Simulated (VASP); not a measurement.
Here is the system:

```
GaN
1.0
    1.55940    -2.70096     0.00000
    1.55940     2.70096     0.00000
    0.00000     0.00000     5.18010
Ga N
2 2
Direct
  0.66667   0.33333   0.50201
  0.33333   0.66667   0.00201
  0.66667   0.33333   0.87499
  0.33333   0.66667   0.37499
```

The numbers are results of PBEsol GGA, VASP's PBE PAW potentials (set 64) (plane waves; VASP), not measurements. Settings: 600 eV cut-off, 8×8×4 Γ-centred mesh, Gaussian smearing of 0.050 eV, potentials Ga_d N.

**Question.** Predict the energy per atom (σ→0), pressure.

**Answer.** 
The energy per atom (σ→0) comes out as -6.554 eV/atom and the pressure is 8.10 GPa.

The absolute energy has meaning only against runs of the same code, potentials and settings.

The compound is GaN in the wurtzite structure. This cell was strained or had an atom moved on purpose. Symmetry was kept, so distortions that lower it aren't found.
